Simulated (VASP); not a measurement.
A convergence study with VASP on CdS (zinc blende): one setting is varied, all else stays as given below, so the limit is that of these other settings.

```xyz
2
Lattice="0.0000 2.9100 2.9100 2.9100 0.0000 2.9100 2.9100 2.9100 0.0000" Properties=species:S:1:pos:R:3 pbc="T T T"
Cd     0.0000     0.0000     0.0000
S      1.4550     1.4550     1.4550
```

These are PBE GGA, VASP's PBE PAW potentials (set 64) (plane waves; VASP) values and carry that method's errors. The tightest run used: 550 eV cut-off, 17×17×17 Γ-centred mesh, tetrahedra with Blöchl corrections, potentials Cd S.

Gaps are read on the run's mesh, which can miss a band edge.

Q: The settings run are 3×3×3 mesh; 4×4×4 mesh; 5×5×5 mesh; 6×6×6 mesh; 7×7×7 mesh; 8×8×8 mesh; 9×9×9 mesh; 10×10×10 mesh; 11×11×11 mesh; 12×12×12 mesh; 13×13×13 mesh; 14×14×14 mesh; 15×15×15 mesh; 16×16×16 mesh; 17×17×17 mesh. From which on does the stress (every component) stay within 0.2 GPa of the tightest run?

A: From 4×4×4 mesh on: it is off by 0.17 there and by no more than 0.2 in any finer run, while 3×3×3 mesh is off by 0.74.
```json
[
 {"setting": "3×3×3 mesh", "E (eV/atom)": "-2.9767", "pressure (GPa)": "4.40", "gap on the mesh (eV)": "1.125", "irreducible k-points": "4", "difference judged (GPa)": "0.74"},
 {"setting": "4×4×4 mesh", "E (eV/atom)": "-3.0402", "pressure (GPa)": "3.83", "gap on the mesh (eV)": "1.153", "irreducible k-points": "8", "difference judged (GPa)": "0.17"},
 {"setting": "5×5×5 mesh", "E (eV/atom)": "-3.0529", "pressure (GPa)": "3.70", "gap on the mesh (eV)": "1.161", "irreducible k-points": "10", "difference judged (GPa)": "0.04"},
 {"setting": "6×6×6 mesh", "E (eV/atom)": "-3.0559", "pressure (GPa)": "3.67", "gap on the mesh (eV)": "1.163", "irreducible k-points": "16", "difference judged (GPa)": "0.01"},
 {"setting": "7×7×7 mesh", "E (eV/atom)": "-3.0567", "pressure (GPa)": "3.66", "gap on the mesh (eV)": "1.164", "irreducible k-points": "20", "difference judged (GPa)": "0.00"},
 {"setting": "8×8×8 mesh", "E (eV/atom)": "-3.0570", "pressure (GPa)": "3.66", "gap on the mesh (eV)": "1.164", "irreducible k-points": "29", "difference judged (GPa)": "0.00"},
 {"setting": "9×9×9 mesh", "E (eV/atom)": "-3.0571", "pressure (GPa)": "3.66", "gap on the mesh (eV)": "1.165", "irreducible k-points": "35", "difference judged (GPa)": "0.00"},
 {"setting": "10×10×10 mesh", "E (eV/atom)": "-3.0571", "pressure (GPa)": "3.66", "gap on the mesh (eV)": "1.165", "irreducible k-points": "47", "difference judged (GPa)": "0.00"},
 {"setting": "11×11×11 mesh", "E (eV/atom)": "-3.0572", "pressure (GPa)": "3.66", "gap on the mesh (eV)": "1.165", "irreducible k-points": "56", "difference judged (GPa)": "0.00"},
 {"setting": "12×12×12 mesh", "E (eV/atom)": "-3.0572", "pressure (GPa)": "3.66", "gap on the mesh (eV)": "1.165", "irreducible k-points": "72", "difference judged (GPa)": "0.00"},
 {"setting": "13×13×13 mesh", "E (eV/atom)": "-3.0572", "pressure (GPa)": "3.66", "gap on the mesh (eV)": "1.165", "irreducible k-points": "84", "difference judged (GPa)": "0.00"},
 {"setting": "14×14×14 mesh", "E (eV/atom)": "-3.0572", "pressure (GPa)": "3.66", "gap on the mesh (eV)": "1.165", "irreducible k-points": "104", "difference judged (GPa)": "0.00"},
 {"setting": "15×15×15 mesh", "E (eV/atom)": "-3.0572", "pressure (GPa)": "3.66", "gap on the mesh (eV)": "1.165", "irreducible k-points": "120", "difference judged (GPa)": "0.00"},
 {"setting": "16×16×16 mesh", "E (eV/atom)": "-3.0572", "pressure (GPa)": "3.66", "gap on the mesh (eV)": "1.165", "irreducible k-points": "145", "difference judged (GPa)": "0.00"},
 {"setting": "17×17×17 mesh", "E (eV/atom)": "-3.0572", "pressure (GPa)": "3.66", "gap on the mesh (eV)": "1.165", "irreducible k-points": "165", "difference judged (GPa)": "0.00"}
]
```

Left out are rungs that failed or repeat a setting and relaxations that didn't move; long series are thinned to 24 rows.

The compound is CdS in the zinc blende structure, a metastable form; wurtzite is the usual one. The cell was not relaxed at this level.
